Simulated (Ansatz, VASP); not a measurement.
**Cross-check of Si36O65 (amorphous SiO1.8) between VASP and Ansatz**

One calculation is typed for both programs; each brings its own data sets. How far apart do they land? Of the first pair: The cell is taken from a series of runs on this material, whose earlier steps may have relaxed, scaled, displaced or heated it; both programs get it as it stands.

Method: plane waves, with VASP 6.6.1 beside it; single point at PBE, in Ansatz 0.2.0.

## Step 1: The structure

The cell holds 101 atoms: 36 Si and 65 O. Its edges and angles: a = 11.593 Å, b = 11.593 Å, c = 11.593 Å, α = 90.0°, β = 90.0°, γ = 90.0°. As first built, before any earlier steps moved the atoms (in the runner's words): 101 atoms (36 Si, 65 O) placed at random at 2.19 g/cm^3, melted at 5000 K for 10 ps at fixed volume with the Tersoff Si-O potential (Munetoh et al., Comput. Mater. Sci. 39, 334 (2007)). Quenched from 5000 K to 300 K at 20 K/ps and fixed volume, annealed at 1900 K for 50 ps, held 5 ps, then minimised at fixed cell.

## Step 2: Ansatz: single point, PBE, pair 1

Ansatz runs on its default PAW (the set named soft_2) files.

With cell and atoms fixed, the geometry can't cause a difference; cores, projectors, grids and the points listed under the comparison can.

Contents of input.yaml:

```yaml
crystal:
  lattice:
    - [11.5928, 0.0, 0.0]
    - [0.0, 11.5928, 0.0]
    - [0.0, 0.0, 11.5928]
  atoms:
    - { symbol: Si, position: [0.9481, 0.22546, 0.44427] }
    - { symbol: Si, position: [0.58813, 0.30476, 0.13126] }
    - { symbol: Si, position: [0.44659, 0.65622, 0.10294] }
    - { symbol: Si, position: [0.21702, 0.76543, 0.21107] }
    - { symbol: Si, position: [0.33739, 0.21989, 0.07371] }
    - { symbol: Si, position: [0.18027, 0.34842, 0.23494] }
    - { symbol: Si, position: [0.49413, 0.23812, 0.88752] }
    - { symbol: Si, position: [0.98622, 0.33541, 0.82434] }
    - { symbol: Si, position: [0.48883, 0.83481, 0.60662] }
    - { symbol: Si, position: [0.8015, 0.9315, 0.07973] }
    - { symbol: Si, position: [0.05518, 0.55095, 0.1504] }
    - { symbol: Si, position: [0.55302, 0.79354, 0.87075] }
    - { symbol: Si, position: [0.76381, 0.1275, 0.26478] }
    - { symbol: Si, position: [0.81329, 0.19147, 0.67505] }
    - { symbol: Si, position: [0.26069, 0.89284, 0.45241] }
    - { symbol: Si, position: [0.13474, 0.68328, 0.57127] }
    - { symbol: Si, position: [0.21071, 0.15848, 0.42668] }
    - { symbol: Si, position: [0.67483, 0.7403, 0.23302] }
    - { symbol: Si, position: [0.06811, 0.90448, 0.03691] }
    - { symbol: Si, position: [0.90897, 0.57274, 0.69302] }
    - { symbol: Si, position: [0.14256, 0.11918, 0.90342] }
    - { symbol: Si, position: [0.80221, 0.78611, 0.77263] }
    - { symbol: Si, position: [0.3722, 0.04438, 0.28329] }
    - { symbol: Si, position: [0.40515, 0.60746, 0.53211] }
    - { symbol: Si, position: [0.60305, 0.95052, 0.39006] }
    - { symbol: Si, position: [0.06366, 0.88079, 0.7728] }
    - { symbol: Si, position: [0.75022, 0.59009, 0.36031] }
    - { symbol: Si, position: [0.27337, 0.4616, 0.02417] }
    - { symbol: Si, position: [0.68062, 0.04535, 0.85982] }
    - { symbol: Si, position: [0.38581, 0.35639, 0.53191] }
[... 65 atom lines left out ...]
    - { symbol: O, position: [0.31775, 0.24181, 0.47754] }
    - { symbol: O, position: [0.75395, 0.08324, 0.74517] }
    - { symbol: O, position: [0.26692, 0.80524, 0.33846] }
    - { symbol: O, position: [0.09188, 0.03902, 0.00725] }
    - { symbol: O, position: [0.88376, 0.54196, 0.3403] }
    - { symbol: O, position: [0.51149, 0.32537, 0.59054] }
kpoints:
  mp_grid: { grid: [1, 1, 1] }
hamiltonian:
  xc: pbe
scf:
  occupations: { method: gaussian, width: 0.05 }
output:
  forces: true
  stress: true
  populations: true
  dos:
    method: { smearing: { sigma: 0.08 } }
    de: 0.1
    projected: { site_lists: { O: [O], Si: [Si] } }
  eigenvalues: true
```

The run is started by

```console
> ansatz run input.yaml --threads 4 --pin off --max-ram 8192MiB --backend cpu --events-out ev --progress --plain --runs-dir out
```

Numbers of over 12 decimals in the logs are rounded to 6 here.

What it wrote:

```text
Engine: ansatz 0.2.0, aarch64-unknown-linux-gnu
Pseudopotentials: kind: paw
Pseudopotential: Si, paw, valence charge 4, recommended cutoff 420 eV (normal), Si.paw.azcp
Pseudopotential: O, paw, valence charge 6, recommended cutoff 420 eV (normal), O.paw.azcp
Functional definition: PBE
  parameter kappa = 0.804
  parameter beta = 0.066725
  exchange = pbe_x(kappa = kappa, mu = beta*pi^2/3)
  correlation = pbe_c(beta = beta)
Crystal: 101 atoms, lattice volume = 1557.991 Å³
Basis set: ecut = 420 eV, 30551 PW (Γ), exchange–correlation on 160×160×160 points (8 copies of the dense FFT grid, shifted against one another)
Bands: 368, of which v1, the nominal top of the filled ones, is band 267 counted from 1 (266 counted from 0)
Symmetry: 1 space group operations
Space group: P1 (ITA 1), of the structure as read, at distance tolerance 1.2e-4 Å
k-points: 1
Non-local potential: Si, projectors of the file, l = 0: 2, l = 1: 2, l = 2: 2
Non-local potential: O, projectors of the file, l = 0: 2, l = 1: 2, l = 2: 1
PAW form: soft (Blöchl's): semilocal exchange-correlation on the pseudo side does not see the compensation charge
PAW one-centre angular grid: Si, 110 points (default); XC on 64 Gauss nodes
PAW one-centre angular grid: O, 110 points (default); XC on 64 Gauss nodes
Initial density: superposition of atomic densities (neutral atoms: chi_scale 0, normalization atom), corrected by the library's trained network
Initial wavefunctions: pseudopotential atomic-orbital guess
Functional: x = pbe(κ = 0.804, μ = 0.219515), c = pbe(β = 0.066725)
SCF iter   1: F=—  HF=-59823.444979 eV  |F-HF|=—  |Δ(HF+E_count)|=         —  Δρ=9.73e-3  dr2=4.09e0  ethr=1.77e-3  ⟨swp⟩=6.0  Hψ=1772  notcnv=0  defer=53
preconditioner: auto → Resta (q_TF=auto, 2.282 Å⁻¹)  ε∞=3.1  [insulator: Δε(μ)=0.383 eV  Ē_g=14.820 eV  σ=0.050 eV  W_gap=1.00  n_scr=304 (ndim 8)  ℏωp=21.7 eV  f_vac=0.217  D(μ)=0.00/eV (n_scr^D=0)  ε∞_Penn≈3.1]
SCF iter   2: F=—  HF=-59822.985566 eV  |F-HF|=—  |Δ(HF+E_count)|=   4.59e-1  Δρ=7.03e-3  dr2=2.07e0  ethr=7.65e-4  ⟨swp⟩=2.0  Hψ=435  notcnv=0  defer=91
preconditioner: auto → LDOS  [insulator: Δε(μ)=0.101 eV  Ē_g=14.587 eV  σ=0.050 eV  W_gap=0.84  n_scr=304 (ndim 8)  ℏωp=21.5 eV  f_vac=0.217  D(μ)=16.46/eV (n_scr^D=80)  ε∞_Penn≈3.2  β→1.0]
SCF iter   3: F=—  HF=-59822.834871 eV  |F-HF|=—  |Δ(HF+E_count)|=   1.51e-1  Δρ=2.32e-3  dr2=2.35e-1  ethr=3.88e-4  ⟨swp⟩=2.0  Hψ=295  notcnv=0  defer=91
SCF iter   4: F=—  HF=-59822.840402 eV  |F-HF|=—  |Δ(HF+E_count)|=   5.53e-3  Δρ=2.48e-3  dr2=2.62e-1  ethr=4.40e-5  ⟨swp⟩=2.0  Hψ=489  notcnv=0  defer=91
SCF iter   5: F=—  HF=-59822.815108 eV  |F-HF|=—  |Δ(HF+E_count)|=   2.53e-2  Δρ=5.61e-4  dr2=1.02e-2  ethr=4.40e-5  ⟨swp⟩=1.0  Hψ=424  notcnv=0  defer=91
SCF iter   6: F=—  HF=-59822.815285 eV  |F-HF|=—  |Δ(HF+E_count)|=   1.77e-4  Δρ=3.26e-4  dr2=3.19e-3  ethr=1.91e-6  ⟨swp⟩=2.0  Hψ=404  notcnv=0  defer=91
SCF iter   7: F=—  HF=-59822.815245 eV  |F-HF|=—  |Δ(HF+E_count)|=   4.03e-5  Δρ=1.89e-4  dr2=1.36e-3  ethr=5.97e-7  ⟨swp⟩=2.0  Hψ=480  notcnv=0  defer=91
SCF iter   8: F=—  HF=-59822.815209 eV  |F-HF|=—  |Δ(HF+E_count)|=   3.54e-5  Δρ=7.50e-5  dr2=1.65e-4  ethr=2.55e-7  ⟨swp⟩=2.0  Hψ=285  notcnv=0  defer=91
SCF iter   9: F=—  HF=-59822.815196 eV  |F-HF|=—  |Δ(HF+E_count)|=   1.31e-5  Δρ=3.62e-5  dr2=3.71e-5  ethr=3.10e-8  ⟨swp⟩=2.0  Hψ=370  notcnv=0  defer=91
SCF iter  10: F=—  HF=-59822.815894 eV  |F-HF|=—  |Δ(HF+E_count)|=   6.98e-4  Δρ=1.75e-5  dr2=7.04e-6  ethr=6.94e-9  ⟨swp⟩=2.0  Hψ=519  notcnv=0  defer=91
SCF iter  11: F=—  HF=-59822.815895 eV  |F-HF|=—  |Δ(HF+E_count)|=   3.60e-7  Δρ=8.46e-6  dr2=2.03e-6  ethr=1.32e-9  ⟨swp⟩=3.0  Hψ=553  notcnv=0  defer=91
SCF iter  12: F=—  HF=-59822.815895 eV  |F-HF|=—  |Δ(HF+E_count)|=   1.11e-7  Δρ=4.31e-6  dr2=5.04e-7  ethr=3.80e-10  ⟨swp⟩=2.0  Hψ=414  notcnv=0  defer=91
SCF iter  13: F=-59822.815895 eV  HF=-59822.815895 eV  |F-HF|=4.44e-8  |Δ(HF+E_count)|=   9.75e-9  Δρ=1.96e-6  dr2=9.94e-8  ethr=1.87e-11  ⟨swp⟩=13.0  Hψ=2248  notcnv=0
SCF 1 converged in 13 iterations: F = -59822.815895 eV  dr2 = 9.94e-8
  greatest PAW one-centre occupation: 0.892 electrons in one spin orbital (limit 2), on the O atom at site 56 (counted from 0), in its partial waves of l = 0
SCF converged after 13 iterations
Free energy (F): -59822.815895 eV
Harris-Foulkes:  -59822.815895 eV  (|F-HF|=4.44e-8)
Internal energy: -59822.812562 eV  (E = F + TS)
E sigma→0 (E₀):  -59822.814228 eV
Entropy (-TS):   -0.003333 eV (-0.033 meV/atom)
Fermi energy:    5.239147 eV
--- Per-component energies (eV) ---
  E_band       = -2933.084576
  E_kinetic    = 13136.491393
  E_local      = -41216.125043  (includes V_loc(G=0)·N_el)
  E_nonlocal   = 3969.105159
  E_hartree    = 15738.374699
  E_xc         = -6805.295395
  E_vxc        = -7835.641296  (∫ρ·V_xc dr)
  E_paw        = -28777.361149  (= ΣΔE_a)
  E_vpaw       = -2463.828232  (= ΣTr[D̂ρ^β])
[...]
atom  53  O      0.22302384     0.44237495     1.25590120
  atom  54  O     -1.43520786    -0.51000610    -0.29117611
  atom  55  O      0.31584823    -0.74480187    -1.31310425
  atom  56  O     -0.50459738     0.65755567     0.65903186
  atom  57  O      0.46578795     0.12467681     0.72659681
  atom  58  O     -0.67851806    -0.46870185    -0.25676145
  atom  59  O      0.15798265    -2.30678048     0.69028316
  atom  60  O     -0.05835478     0.07458067    -0.21927719
  atom  61  O     -0.02292384    -0.57723136     0.78567028
  atom  62  O      0.11167152    -0.70521163     3.15283206
  atom  63  O      0.05330281     0.30964803     0.78986633
  atom  64  O      2.92421742     2.19853578    -0.71314532
  atom  65  O     -1.54553385    -0.38287822    -1.03879465
  atom  66  O     -0.12369938    -0.80995856    -0.02202620
  atom  67  O     -1.86339111    -3.49953338     5.28327280
  atom  68  O      0.35288281     1.67105371    -0.45172642
  atom  69  O      0.14351575     0.20350095    -0.55061556
  atom  70  O      0.31105322     0.12160950    -0.07756375
  atom  71  O      0.41231070     1.10322758    -1.81449242
  atom  72  O     -0.85953861    -0.13061679    -0.32144320
  atom  73  O     -0.47646519    -0.23734986     1.25148553
  atom  74  O      0.90502001    -3.15878408    -0.97580440
  atom  75  O     -0.00592582    -0.63853290     0.56425940
  atom  76  O     -0.22185012    -0.19290702    -0.46263106
[...]
atom  94  O     -1.26149849     0.28084444    -0.04061018
  atom  95  O      1.13204487     3.02555902     1.93690774
  atom  96  O      0.32665634     0.17851550     0.20477746
  atom  97  O     -0.21003679     0.12395950    -0.01239564
  atom  98  O      0.66115962     0.41176572    -1.39666464
  atom  99  O     -0.07896744     0.47044408     1.80406404
  atom 100  O      0.21738764    -0.41627781     0.73359446
  atom 101  O      0.32887130    -0.32117512    -0.49205858
  max |Σ_I F_I| component: 1.04e-4 eV/Å
--- Stress (GPa, compression-positive) ---
       -1.230807      -0.986806      -2.651231
       -0.986807       1.089437       0.049497
       -2.651230       0.049495       2.483459
  P = ⅓ Tr σ = 0.7807 GPa (7.807 kbar)
--- Band table (eV) ---
  k-point 0: bands = [... 263 lower, 4.4343, 4.8054, 4.9773, 5.1550, 5.3232, 5.4112, 5.5848, 5.6198, ... 97 higher]
--- Löwdin populations: 101 sites ---
  site symbol       q [e]
     0     Si      2.2330
     1     Si      2.4537
     2     Si      2.2621
     3     Si      2.2479
     4     Si      2.4193
     5     Si      2.8824
     6     Si      2.3033
     7     Si      2.2965
     8     Si      2.3088
     9     Si      2.2649
    10     Si      2.3089
    11     Si      2.6037
    12     Si      2.2393
    13     Si      2.2366
    14     Si      2.3697
    15     Si      2.2752
    16     Si      2.4244
    17     Si      2.6356
    18     Si      2.2266
    19     Si      2.7083
    20     Si      2.3076
    21     Si      2.5854
    22     Si      2.6647
    23     Si      2.8304
[...]
93      O      6.7853
    94      O      6.7361
    95      O      6.7536
    96      O      6.7400
    97      O      6.7612
    98      O      6.8151
    99      O      6.7628
   100      O      6.7919
  spilling = 0.014395 (of n_electrons = 534.000000)
```

The column dr2 measures how far the density is from self-consistency, as an energy; F and HF (Harris–Foulkes) agree once it is small.

## Step 3: VASP: single point, PBE, pair 1

The same cell, functional, mesh and smearing now go to VASP, with its own data sets.

Lines of VASP's logs that name or quote its potential files are left out, and so is its time.

Contents of INCAR:

```
SYSTEM = Si36O65
PREC = Accurate
ENCUT = 600
EDIFF = 1E-06
NELM = 120
ISMEAR = 0
SIGMA = 0.05
LREAL = Auto
ALGO = Normal
GGA = PE
NBANDS = 344
LORBIT = 11
LWAVE = .FALSE.
LCHARG = .FALSE.
ISIF = 2
LASPH = .TRUE.
GGA_COMPAT = .FALSE.
EFERMI = MIDGAP
NCORE = 2
```

Contents of POSCAR:

```
Si36O65
1.0
   11.5928000000      0.0000000000      0.0000000000
    0.0000000000     11.5928000000      0.0000000000
    0.0000000000      0.0000000000     11.5928000000
Si O
36 65
Direct
    0.9481000000      0.2254600000      0.4442700000
    0.5881300000      0.3047600000      0.1312600000
    0.4465900000      0.6562200000      0.1029400000
    0.2170200000      0.7654300000      0.2110700000
    0.3373900000      0.2198900000      0.0737100000
    0.1802700000      0.3484200000      0.2349400000
    0.4941300000      0.2381200000      0.8875200000
    0.9862200000      0.3354100000      0.8243400000
    0.4888300000      0.8348100000      0.6066200000
    0.8015000000      0.9315000000      0.0797300000
    0.0551800000      0.5509500000      0.1504000000
    0.5530200000      0.7935400000      0.8707500000
    0.7638100000      0.1275000000      0.2647800000
    0.8132900000      0.1914700000      0.6750500000
    0.2606900000      0.8928400000      0.4524100000
    0.1347400000      0.6832800000      0.5712700000
    0.2107100000      0.1584800000      0.4266800000
    0.6748300000      0.7403000000      0.2330200000
    0.0681100000      0.9044800000      0.0369100000
    0.9089700000      0.5727400000      0.6930200000
    0.1425600000      0.1191800000      0.9034200000
    0.8022100000      0.7861100000      0.7726300000
    0.3722000000      0.0443800000      0.2832900000
    0.4051500000      0.6074600000      0.5321100000
    0.6030500000      0.9505200000      0.3900600000
    0.0636600000      0.8807900000      0.7728000000
    0.7502200000      0.5900900000      0.3603100000
    0.2733700000      0.4616000000      0.0241700000
    0.6806200000      0.0453500000      0.8598200000
    0.3858100000      0.3563900000      0.5319100000
[... 65 atom lines left out ...]
    0.3177500000      0.2418100000      0.4775400000
    0.7539500000      0.0832400000      0.7451700000
    0.2669200000      0.8052400000      0.3384600000
    0.0918800000      0.0390200000      0.0072500000
    0.8837600000      0.5419600000      0.3403000000
    0.5114900000      0.3253700000      0.5905400000
```

Contents of KPOINTS:

```
Automatic mesh
0
Gamma
1 1 1
0 0 0
```

PAW data sets: Si and O (PBE family, release 64).

The run is started by

```console
> mpirun -np 8 vasp_gam
```

What it wrote:

```text
[banner, memory and clock lines left out]
running    8 mpi-ranks, on    1 nodes
[...]
LDA part: xc-table for (Slater+PW92), standard interpolation
 POSCAR, INCAR and KPOINTS ok, starting setup
[...]
entering main loop
       N       E                     dE             d eps       ncg     rms          rms(c)
DAV:   1     0.512986760426E+04    0.51299E+04   -0.33118E+05   704   0.167E+03
DAV:   2    -0.329109308003E+03   -0.54590E+04   -0.52884E+04   864   0.376E+02
DAV:   3    -0.829637516782E+03   -0.50053E+03   -0.49405E+03   824   0.118E+02
DAV:   4    -0.841905491286E+03   -0.12268E+02   -0.12160E+02   824   0.194E+01
[...]
DAV:  18    -0.730048818781E+03    0.18317E-04   -0.25316E-04   840   0.310E-02    0.196E-02
DAV:  19    -0.730048811201E+03    0.75803E-05   -0.90840E-05   800   0.159E-02    0.101E-02
DAV:  20    -0.730048810204E+03    0.99743E-06   -0.74281E-06   816   0.588E-03
   1 F= -.73004881E+03 E0= -.73004691E+03  d E =-.379841E-02
```

OUTCAR, selected parts (step 3):

```text
  Total      -12.3439746      9.6191202     23.3852473     -9.5485152      0.3857413    -26.0249104
  in kB      -12.6940607      9.8919270     24.0484737     -9.8193196      0.3966813    -26.7630000
  external PRESSURE =       7.0821134 kB  Pullay stress =       0.0000000 kB

 POSITION                                       TOTAL-FORCE (eV/Angst)
 -----------------------------------------------------------------------------------
     10.99113      2.61371      5.15033        -0.454450     -0.690202      0.771055
      6.81807      3.53302      1.52167         2.890138      1.366533      2.986565
      5.17723      7.60743      1.19336         0.463003      0.128837      1.138672
      2.51587      8.87348      2.44689         1.119890      0.515632     -0.823335
      3.91129      2.54914      0.85451        -2.507185     -3.129873     -2.150901
      2.08983      4.03916      2.72361         1.431570     -0.568283      3.279790
      5.72835      2.76048     10.28884        -0.871181      0.340218     -3.493531
     11.43305      3.88834      9.55641         1.121395     -2.469680      0.081171
[...]
3.18338      0.33503      4.52595        -2.044080      0.293200      2.290849
      5.91453      4.32423      2.68849        -0.594491     -1.285726     -0.420312
     11.34042      4.23717      5.27322         0.396126      0.394129     -0.753251
      0.74345      2.75213     10.43387         0.844776     -4.566681      4.010180
      7.06396      9.57751      3.75166        -0.166466      0.817881      0.789306
[...]
-----------------------------------------------------------------------------------
    total drift:                                0.001500      0.007693      0.009825

  FREE ENERGIE OF THE ION-ELECTRON SYSTEM (eV)
  ---------------------------------------------------
  free  energy   TOTEN  =      -730.0488102038 eV

  energy  without entropy=     -730.0450117935  energy(sigma->0) =     -730.04691100

[... 3 further parts left out ...]
[key lines of the parts left out:]
E-fermi :   4.0679
```

The run ends at a pressure of 0.71 GPa, with forces up to 7.0 eV/Å.

## Step 4: Side by side

Known differences besides the potentials themselves: the cutoff is 420 eV in Ansatz and 600 eV in VASP (PREC = Accurate, projectors in real space). Total energies have different zeros and are not compared.

Compared:

```csv
quantity,Ansatz,VASP,difference
pressure (GPa),0.78,0.71,+0.07
gap on the k mesh (eV),0.168,0.164,+0.004
```

Forces on 10 of the 101 atoms, those with the largest forces and the largest differences (eV/Å; atoms numbered as in POSCAR):

```csv
atom,"Ansatz x, y, z","VASP x, y, z"
Si15,"-2.056, -5.282, 1.693","-2.041, -5.230, 1.702"
Si18,"-0.136, -1.133, -0.973","-0.105, -1.176, -0.947"
Si20,"3.645, -3.157, -0.772","3.605, -3.164, -0.806"
Si23,"2.374, -2.423, -3.199","2.361, -2.460, -3.245"
Si33,"0.918, 2.340, -4.649","0.896, 2.310, -4.607"
O38,"3.578, 3.405, -4.088","3.548, 3.413, -4.086"
O46,"0.848, -4.593, 4.008","0.845, -4.567, 4.010"
O67,"-1.863, -3.500, 5.283","-1.873, -3.469, 5.265"
O68,"0.353, 1.671, -0.452","0.370, 1.627, -0.414"
O92,"-0.996, 2.851, 6.356","-0.998, 2.835, 6.345"
```

The forces differ by 18 meV/Å r.m.s., which is 1.1 % of the r.m.s. force of 1.608 eV/Å (both taken over all components). A gap on the mesh is an upper bound, since the band edges may lie between its points.

[end of part 1 of 3]

[Lines on the potential files, build, host, timing and source positions are cut from VASP's logs without a mark.]

[Logs are printed without paths, hosts, clocks, repeated set-up lines and the standing remarks that a program may print on its own settings, such as how far it seeks lower states.]

[Hosts, paths, dates, database ids (printed as entryN), source tags and the programs' standing remarks are cut or masked in the printed files.]
